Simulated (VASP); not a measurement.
Method: PBE GGA, VASP's PBE PAW potentials (set 64) (plane waves; VASP).

VASP input:

### KPOINTS
```
Automatic mesh
0
Gamma
10 10 10
0 0 0
```

File POSCAR:
```
As
1
    3.7539710000    -1.9176000000     0.0000000000
    3.7539710000     1.9176000000     0.0000000000
    2.7744240000     0.0000000000     3.1736500000
As
2
Direct
  0.2270000000   0.2270000000   0.2270000000
  0.7730000000   0.7730000000   0.7730000000
```

INCAR:
```
ENCUT = 400
ISIF = 2   # forces and stress, cell fixed
GGA = PE
NELM = 100   # most electronic steps
LASPH = .TRUE.   # aspherical one-centre terms
ISMEAR = 1   # Methfessel-Paxton
SIGMA = 0.1
PREC = Accurate
LCHARG = .FALSE.
SYSTEM = As
ALGO = Normal
EDIFF = 1E-6   # SCF stop (eV)
LREAL = .FALSE.   # projection in real space or not
LWAVE = .FALSE.
LMAXMIX = 4   # l cut-off of mixed one-centre charges
```

POTCAR, in this order: As (PBE.64 set). Program: vasp_std.

Task: What does the run give for the energy per atom (σ→0), largest force, band gap (on the k-mesh)?

Result: 
```yaml
energy per atom (σ→0): -4.672 eV/atom
band gap (on the k-mesh): none (metal, semimetal or under 0.01 eV)
largest_force: 0.089 eV/Å
```

**OSZICAR**
```
...
DAV:   4    -0.935524462824E+01   -0.53657E-02   -0.53648E-02  2558   0.183E+00
DAV:   5    -0.935525794245E+01   -0.13314E-04   -0.13314E-04  2338   0.868E-02    0.304E+00
DAV:   6    -0.934815258542E+01    0.71054E-02   -0.47258E-03  2356   0.565E-01    0.183E+00
DAV:   7    -0.934456749293E+01    0.35851E-02   -0.10577E-02  2173   0.865E-01    0.921E-02
DAV:   8    -0.934469948253E+01   -0.13199E-03   -0.41408E-04  2170   0.150E-01    0.336E-02
DAV:   9    -0.934474980366E+01   -0.50321E-04   -0.76335E-05  2311   0.692E-02    0.991E-03
DAV:  10    -0.934474929749E+01    0.50616E-06   -0.67559E-06  2437   0.172E-02
   1 F= -.93447493E+01 E0= -.93446677E+01  d E =-.244925E-03
```

The compound is As in the a7 structure. The cell was not relaxed at this level.
